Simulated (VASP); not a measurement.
Given:

```
Zn
1.0
    1.30073    -2.25294     0.00000
    1.30073     2.25294     0.00000
    0.00000     0.00000     4.57898
Zn
2
Direct
  0.33333   0.66667   0.25000
  0.66667   0.33333   0.75000
```

These are LDA (Ceperley-Alder, Perdew-Zunger), VASP's LDA PAW potentials (set 64) (plane waves; VASP) values and carry that method's errors. Run with 500 eV cut-off, 16×16×8 Γ-centred mesh, first-order Methfessel-Paxton smearing of 0.10 eV, potentials Zn.

Task: The ions, cell shape and volume are relaxed. Predict the relaxed structure.

Result: 
```
Zn
1.0
    1.28822    -2.23126     0.00000
    1.28822     2.23126     0.00000
    0.00000     0.00000     4.74479
Zn
2
Direct
  0.33333   0.66667   0.25000
  0.66667   0.33333   0.75000
```
Space group P6_3/mmc (194), at a tolerance of 0.03 Å.

Task: How do energy and volume change from the first to the last step?

Result: The energy (σ→0) changes by -7.2 meV/atom and the volume by +1.6 %, in 10 ionic steps.

```json
[
 {"step": "1", "E(σ→0) (eV)": "-3.7532", "max force (eV/Å)": "0.000", "pressure (GPa)": "0.91", "volume (Å³)": "26.84"},
 {"step": "2", "E(σ→0) (eV)": "-3.7616", "max force (eV/Å)": "0.000", "pressure (GPa)": "-0.16", "volume (Å³)": "27.13"},
 {"step": "3", "E(σ→0) (eV)": "-3.7646", "max force (eV/Å)": "0.000", "pressure (GPa)": "-0.59", "volume (Å³)": "27.31"},
 {"step": "4", "E(σ→0) (eV)": "-3.7659", "max force (eV/Å)": "0.000", "pressure (GPa)": "-1.45", "volume (Å³)": "27.68"},
 {"step": "5", "E(σ→0) (eV)": "-3.7665", "max force (eV/Å)": "0.000", "pressure (GPa)": "-0.92", "volume (Å³)": "27.50"},
 {"step": "6", "E(σ→0) (eV)": "-3.7666", "max force (eV/Å)": "0.000", "pressure (GPa)": "-1.02", "volume (Å³)": "27.54"},
 {"step": "7", "E(σ→0) (eV)": "-3.7669", "max force (eV/Å)": "0.000", "pressure (GPa)": "0.58", "volume (Å³)": "27.19"},
 {"step": "8", "E(σ→0) (eV)": "-3.7676", "max force (eV/Å)": "0.000", "pressure (GPa)": "-0.21", "volume (Å³)": "27.35"},
 {"step": "9", "E(σ→0) (eV)": "-3.7676", "max force (eV/Å)": "0.000", "pressure (GPa)": "-0.24", "volume (Å³)": "27.35"},
 {"step": "10", "E(σ→0) (eV)": "-3.7677", "max force (eV/Å)": "0.000", "pressure (GPa)": "-0.01", "volume (Å³)": "27.28"}
]
```

The compound is Zn in the hcp structure. This run relaxes it. Symmetry was kept, so distortions that lower it aren't found.
